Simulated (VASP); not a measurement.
VASP ran on this input.

**KPOINTS**
```
Automatic mesh
0
Gamma
3 5 4
0 0 0
```

File POSCAR:
```
HfSi
1
    6.7251520000     0.0000000000     0.0000000000
    0.0000000000     3.6928650000     0.0000000000
    0.0000000000     0.0000000000     5.1189810000
Hf Si
4 4
Direct
  0.6751400000   0.2500000000   0.3743900000
  0.3248600000   0.7500000000   0.6256100000
  0.8248600000   0.7500000000   0.8743900000
  0.1751400000   0.2500000000   0.1256100000
  0.5431200000   0.2500000000   0.8608700000
  0.4568800000   0.7500000000   0.1391300000
  0.9568800000   0.7500000000   0.3608700000
  0.0431200000   0.2500000000   0.6391300000
```

INCAR:
```
! general
SYSTEM  = HfSi
PREC    = Accurate
ENCUT   = 300
LREAL   = .FALSE.   ! projection in real space or not
LASPH   = .TRUE.   ! aspherical one-centre terms

! electronic loop
EDIFF   = 1E-6
NELM    = 100   ! most electronic steps
ALGO    = Normal   ! blocked Davidson
LMAXMIX = 6   ! l cut-off of mixed one-centre charges

! smearing
ISMEAR  = 0   ! Gaussian
SIGMA   = 0.1   ! width (eV)

! ions
ISIF    = 2   ! forces and stress, cell fixed

! output
LWAVE   = .FALSE.
LCHARG  = .FALSE.
```

POTCAR, in this order: Hf_pv Si (LDA.64 set). Program: vasp_std.

**Question.** Write an equivalent input for Quantum ESPRESSO's pw.x.

**Answer.** One equivalent input (not run):
```
&CONTROL
  calculation = 'scf'
  pseudo_dir = './pseudo'
  outdir = './out'
  tprnfor = .true.
  tstress = .true.
/
&SYSTEM
  ibrav = 0
  nat = 8
  ntyp = 2
  ecutwfc = 58
  occupations = 'smearing'
  smearing = 'gaussian'
  degauss = 0.00735
  input_dft = 'pz'
/
&ELECTRONS
  conv_thr = 7.3e-08
  electron_maxstep = 100
/
ATOMIC_SPECIES
  Hf 178.490 Hf.upf
  Si 28.085 Si.upf
CELL_PARAMETERS angstrom
     6.7251520    0.0000000    0.0000000
     0.0000000    3.6928650    0.0000000
     0.0000000    0.0000000    5.1189810
ATOMIC_POSITIONS crystal
  Hf   0.6751400  0.2500000  0.3743900
  Hf   0.3248600  0.7500000  0.6256100
  Hf   0.8248600  0.7500000  0.8743900
  Hf   0.1751400  0.2500000  0.1256100
  Si   0.5431200  0.2500000  0.8608700
  Si   0.4568800  0.7500000  0.1391300
  Si   0.9568800  0.7500000  0.3608700
  Si   0.0431200  0.2500000  0.6391300
K_POINTS automatic
  3 5 4 0 0 0
```
What does not carry over: the potentials are each code's own (VASP's PAW set, PseudoDojo norm-conserving files in pw.x), so ENCUT and ecutwfc are chosen apart and not converted; conv_thr bounds pw.x's estimated SCF error, while EDIFF bounds the energy change between steps.

The structure comes from a computed database's HfSi entry (Pnma); how it stands against other phases isn't given here. The cell was not relaxed at this level, and its volume differs by -5.9 % from the start's. The k-mesh is coarse (spacing up to 0.34 per Å, 2π included), so the numbers may not be converged in it.
